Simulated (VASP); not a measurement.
Pb:

```xyz
1
Lattice="0.0000 2.4750 2.4750 2.4750 0.0000 2.4750 2.4750 2.4750 0.0000" Properties=species:S:1:pos:R:3 pbc="T T T"
Pb    0.0000    0.0000    0.0000
```

* Program: VASP 6.6.1
* Task: relaxation of cell and atoms
* Functional: r2SCAN
* Potentials or basis: VASP PAW PBE potentials, release 64 (Pb_d)
* Cutoff: 600 eV
* k mesh: 14 × 14 × 14
* Occupations: gaussian, width 0.1 eV
* Spin: no spin polarisation

At the start: pressure 1.4 GPa; volume 30.32 Å³/atom.

Q: Where does the relaxation end?

A: Over 3 steps the energy falls by 3.5 meV/atom and the volume is 31.19 Å³/atom (+2.9 %); space group Fm-3m (No. 225, to 0.05 Å).

Step by step:
| step | energy change (eV) | largest force (eV/Å) | pressure (GPa) | volume (Å³) |
| --- | --- | --- | --- | --- |
| 1 | 0.0000 | 0.0000 | 1.35 | 30.32 |
| 2 | -0.0032 | 0.0000 | -0.37 | 31.46 |
| 3 | -0.0035 | 0.0000 | 0.01 | 31.19 |

Final structure:
```
Pb
1.0
     0.00000    2.49843    2.49843
     2.49843    0.00000    2.49843
     2.49843    2.49843    0.00000
Pb
1
Direct
  0.00000 0.00000 0.00000
```

Caveat: the PAW data sets were made with another functional, which shifts forces and pressure a little.
